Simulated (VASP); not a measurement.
Consider the following.

```xyz
2
Lattice="2.9500 0.0000 0.0000 0.0000 2.9500 0.0000 0.0000 0.0000 2.9500" Properties=species:S:1:pos:R:3 pbc="T T T"
Zn     1.4750     1.4750     1.4750
Cu     0.0000     0.0000     0.0000
```

Method: r2SCAN+rVV10, VASP's PBE PAW potentials (set 64) (plane waves; VASP). Settings: 520 eV cut-off, 11×11×11 Γ-centred mesh, first-order Methfessel-Paxton smearing of 0.10 eV, potentials Zn Cu.

Energy and stress use the plane-wave basis of the starting cell.

Question: The ions, cell shape and volume are relaxed. Give the cell that the relaxation ends in.

Answer: 
```xyz
2
Lattice="2.9112 0.0000 0.0000 0.0000 2.9112 0.0000 0.0000 0.0000 2.9112" Properties=species:S:1:pos:R:3 pbc="T T T"
Zn     1.4556     1.4556     1.4556
Cu     0.0000     0.0000     0.0000
```
Space group Pm-3m (221), at a tolerance of 0.03 Å.

Question: How do energy and volume change from the first to the last step?

Answer: The energy (σ→0) changes by -8.1 meV/atom and the volume by -3.9 %, in 3 ionic steps.

The compound is CuZn in the CsCl type structure. This run relaxes it. Symmetry was kept, so distortions that lower it aren't found. The electron count is odd and the run is not spin-polarised, which forces a metal.
